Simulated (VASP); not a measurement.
Energy against volume of Y (hcp). Calculation: LDA (Ceperley-Alder, Perdew-Zunger), VASP's LDA PAW potentials (set 64) (plane waves; VASP). Run with 520 eV cut-off, 12×12×7 Γ-centred mesh, first-order Methfessel-Paxton smearing of 0.10 eV, potentials Y_sv.

Shape and ions are relaxed at each volume.

```
V (Å³/atom)  E (eV/atom)
-----------  -----------
28.077          -6.92796
28.973          -6.93967
29.869          -6.94303
30.765          -6.93897
```

Q: Fit these four points and predict the energy of the run at 31.661 Å³/atom.

A: A cubic in V^(−2/3), the third-order Birch-Murnaghan form, passes through the four points with V0 = 29.81 Å³/atom and B0 = 44 GPa, and gives -6.9283 eV/atom there. The run gave -6.9286 eV/atom, -0.3 meV/atom from the fit; all five points give B0 = 44 GPa.

The compound is Y in the hcp structure. It was relaxed first, which changed the volume by -10 %.
